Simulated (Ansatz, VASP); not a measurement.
# Cross-check of La8Hf21O54 (amorphous 84HfO2-16La2O3 (mol %)) between VASP and Ansatz, part 3 of 3

Wanted: the spread between two codes on one cell, functional and k mesh. Of the first pair: The structure shown is the start of the Ansatz relaxation below; VASP solves that cell, so the two are compared at the walk's first step.

VASP 6.6.1 and Ansatz 0.2.0.

So far. Step 3 (VASP: single point, PBE, start cell, pair 1): The run ends at a pressure of -8.98 GPa, with forces up to 1.7 eV/Å.

### 6. VASP: single point, PBE, relaxed cell, pair 2

Level of this step: PBE; plane waves and PAW (Hf_pv, La, O) (VASP).

The same cell, functional, mesh and smearing now go to VASP, with its own data sets.

INCAR reads:

```
SYSTEM = La8Hf21O54
PREC = Accurate
ENCUT = 600
EDIFF = 1E-06
NELM = 200
ISMEAR = -1
SIGMA = 0.025
LREAL = Auto
ALGO = Normal
GGA = PE
NBANDS = 376
LASPH = .TRUE.
LORBIT = 11
LWAVE = .FALSE.
LCHARG = .FALSE.
ISIF = 2
GGA_COMPAT = .FALSE.
EFERMI = MIDGAP
LMAXMIX = 6
NCORE = 2
```

POSCAR reads:

```
La8Hf21O54
1.0
   10.5694270000     -0.0767680000      0.0938260000
   -0.0767680000     10.3868790000     -0.0656850000
    0.0938260000     -0.0656850000     10.5380040000
Hf La O
21 8 54
Direct
    0.2170700000      0.7872000000      0.6392300000
    0.5711000000      0.7285600000      0.7589100000
    0.3263900000      0.5226000000      0.7945400000
    0.1508900000      0.9034400000      0.3788400000
    0.2084100000      0.1475600000      0.6555100000
    0.9175600000      0.7400900000      0.8672900000
    0.4559400000      0.7488200000      0.0558300000
    0.1697800000      0.2729300000      0.3390500000
    0.0443400000      0.4366500000      0.6557600000
    0.8202200000      0.4375300000      0.8773000000
    0.4636700000      0.0248600000      0.8148000000
    0.1586100000      0.9324100000      0.9094200000
    0.7913000000      0.6401400000      0.1715000000
    0.5386000000      0.3173600000      0.7333200000
    0.0249200000      0.6035000000      0.3661900000
    0.5169400000      0.2402900000      0.3950400000
    0.1683500000      0.6497300000      0.0920900000
    0.5104200000      0.8735200000      0.4906200000
    0.3352800000      0.0839400000      0.1508000000
    0.9517200000      0.9525300000      0.1252100000
    0.8327100000      0.2930200000      0.1626900000
    0.8635200000      0.2127300000      0.4874400000
    0.5058400000      0.4277500000      0.1008500000
    0.6490000000      0.0008600000      0.2182900000
    0.8401500000      0.1146100000      0.8329700000
    0.8426000000      0.8434300000      0.5330300000
    0.1591700000      0.2861800000      0.9622800000
    0.3570000000      0.5380100000      0.4550600000
    0.7017200000      0.5103600000      0.4736200000
    0.8217000000      0.6088900000      0.9798800000
    0.5412000000      0.8650100000      0.9082300000
    0.2561600000      0.2760600000      0.1609400000
    0.4846100000      0.6164400000      0.9010400000
    0.9973300000      0.5739800000      0.1770200000
    0.1894900000      0.5763100000      0.6381100000
    0.6024500000      0.6523400000      0.1434800000
    0.6122300000      0.1528900000      0.8199400000
    0.0904800000      0.2455100000      0.5305800000
    0.7020000000      0.3546300000      0.0157100000
    0.9560600000      0.5586600000      0.7805700000
    0.1296200000      0.0321300000      0.0797200000
    0.1926400000      0.5202000000      0.9445400000
    0.3402500000      0.0787600000      0.9587600000
    0.7658000000      0.4573100000      0.2466800000
    0.3772700000      0.7026600000      0.7102700000
    0.5909700000      0.6879300000      0.5566200000
    0.4323300000      0.4512200000      0.6437500000
    0.7178800000      0.2031900000      0.3107700000
    0.1569000000      0.7378900000      0.2733400000
    0.0586900000      0.7550500000      0.4998300000
    0.9321300000      0.9407800000      0.9140600000
    0.9354500000      0.4717200000      0.5007300000
    0.4928400000      0.0486500000      0.4209300000
    0.2903400000      0.9375900000      0.7565200000
    0.6325300000      0.2892000000      0.5473200000
    0.1078900000      0.1087300000      0.8135900000
    0.1666800000      0.4694500000      0.3657200000
    0.4437500000      0.9182600000      0.1651900000
    0.6747300000      0.4591000000      0.7585000000
    0.2275400000      0.0708700000      0.3141400000
    0.8509300000      0.0458000000      0.6186900000
    0.8407600000      0.6705400000      0.3663100000
    0.8003900000      0.8353100000      0.1489400000
    0.0379800000      0.7842300000      0.0297900000
    0.3304500000      0.7965500000      0.4652700000
    0.2748400000      0.7938700000      0.9947000000
    0.4194400000      0.3696600000      0.8857700000
    0.9405100000      0.3191300000      0.9898600000
    0.5264200000      0.4393600000      0.3490200000
    0.0814400000      0.7966700000      0.7759000000
    0.4908500000      0.1919500000      0.1971000000
    0.1934300000      0.3440700000      0.7417100000
    0.7692300000      0.7665300000      0.7515800000
    0.9835000000      0.2661600000      0.2796900000
    0.3510500000      0.6048500000      0.1457600000
    0.1636200000      0.9775000000      0.5579500000
    0.3367300000      0.2892300000      0.4387700000
    0.9009400000      0.3137800000      0.7290100000
    0.8285400000      0.0974000000      0.0974600000
    0.5466000000      0.9124800000      0.6691700000
    0.3973400000      0.1658200000      0.6892100000
    0.9775500000      0.9546900000      0.3219600000
    0.6770000000      0.8809200000      0.3985100000
```

KPOINTS reads:

```
Automatic mesh
0
Gamma
1 1 1
0 0 0
```

PAW data sets: Hf_pv, La and O (PBE family, release 64).

On the command line:

```sh
$ mpirun -np 8 vasp_gam
```

Numbers of over 12 decimals in the logs are rounded to 6 here.

Log:

```text
[... set-up lines as in an earlier step ...]
 entering main loop
       N       E                     dE             d eps       ncg     rms          rms(c)
DAV:   1     0.149805113800E+05    0.14981E+05   -0.29052E+05  1032   0.279E+03
DAV:   2     0.449736742760E+04   -0.10483E+05   -0.95282E+04   800   0.894E+02
DAV:   3     0.656037461001E+03   -0.38413E+04   -0.34486E+04   784   0.359E+02
DAV:   4    -0.627176176428E+03   -0.12832E+04   -0.11140E+04   936   0.180E+02
[...]
DAV:  18    -0.801631943723E+03   -0.15463E-05   -0.17392E-05  1288   0.136E-02    0.148E-02
DAV:  19    -0.801631946355E+03   -0.26316E-05   -0.12413E-05  1096   0.818E-03    0.166E-02
DAV:  20    -0.801631946898E+03   -0.54326E-06   -0.15071E-06   600   0.559E-03
   1 F= -.80163195E+03 E0= -.80163195E+03  d E =0.000000E+00
```

Parts of OUTCAR (step 6):

```text
  FREE ENERGIE OF THE ION-ELECTRON SYSTEM (eV)
  ---------------------------------------------------
  free  energy   TOTEN  =      -801.6319468982 eV

  energy  without entropy=     -801.6319468982  energy(sigma->0) =     -801.63194690

[... 1 part as in an earlier step ...]
```

The run ends at a pressure of -2.05 GPa, with forces up to 0.17 eV/Å.

### 7. Comparison

What differs besides the data sets and the points named for the pairs above, as far as they apply: the data sets hold 958 valence electrons in Ansatz (on its default PAW (the set named soft_2) files) and 622 in VASP; the cutoff is 420 eV in Ansatz and 600 eV in VASP (PREC = Accurate, projectors in real space). Total energies have different zeros and are not compared.

The two programs side by side:

```
              quantity  Ansatz   VASP  difference
        pressure (GPa)   -0.01  -2.05       +2.04
gap on the k mesh (eV)   4.011  4.025      -0.014
```

Forces on 7 of the 83 atoms, those with the largest forces and the largest differences (eV/Å; atoms numbered as in POSCAR):

```
atom         Ansatz x, y, z           VASP x, y, z
 Hf2  -0.021, -0.004, 0.008  -0.116, 0.107, -0.014
 O32   0.006, -0.010, 0.007  -0.022, -0.120, 0.118
 O37   0.007, -0.009, 0.001  -0.140, 0.007, -0.059
 O47   0.001, 0.008, -0.006   0.012, -0.030, 0.166
 O62    0.001, 0.000, 0.002  0.097, -0.062, -0.106
 O67    0.003, 0.015, 0.003   0.029, 0.074, -0.145
 O75    0.002, 0.000, 0.002  -0.048, 0.123, -0.097
```

The forces differ by 57 meV/Å r.m.s., where the r.m.s. force is 0.007 eV/Å in Ansatz and 0.057 eV/Å in VASP: the atoms lie near their places of rest in Ansatz, so a percentage would say little (all taken over all components). A gap on the mesh is an upper bound, since the band edges may lie between its points; neither run holds spin-orbit coupling, which can move the band edges of a compound of Hf.

### 8. Results

| Property | Result |
| --- | --- |
| r.m.s. force difference (single point, PBE, start cell, pair 1) | 14 % of the r.m.s. force |
| r.m.s. force difference (single point, PBE, relaxed cell, pair 2) | 57 meV/Å |
| difference in pressure (single point, PBE, relaxed cell, pair 2) | 2.0 GPa |

What this shows: The r.m.s. force difference is 57 meV/Å (single point, PBE, relaxed cell, pair 2), beyond the 12 meV/Å picked in this series as the mark of a large difference. The data sets hold unlike numbers of valence electrons (958 in Ansatz and 622 in VASP), so part of the differences comes from the potentials. What causes the difference of the single point, PBE, start cell, pair 1 pair stays open here. By the marks of this series, far apart in the single point, PBE, relaxed cell, pair 2 pair: the r.m.s. force difference, 57 meV/Å and the difference in pressure, 2.0 GPa. What causes the difference of the single point, PBE, relaxed cell, pair 2 pair stays open here. How closely two codes agree says nothing of how well the functional describes the real material.

[Lines on the potential files, build, host, timing and source positions are cut from VASP's logs without a mark.]

[Logs are printed without paths, hosts, clocks, repeated set-up lines and the standing remarks that a program may print on its own settings, such as how far it seeks lower states.]

[Hosts, paths, dates, database ids (printed as entryN), source tags and the programs' standing remarks are cut or masked in the printed files.]
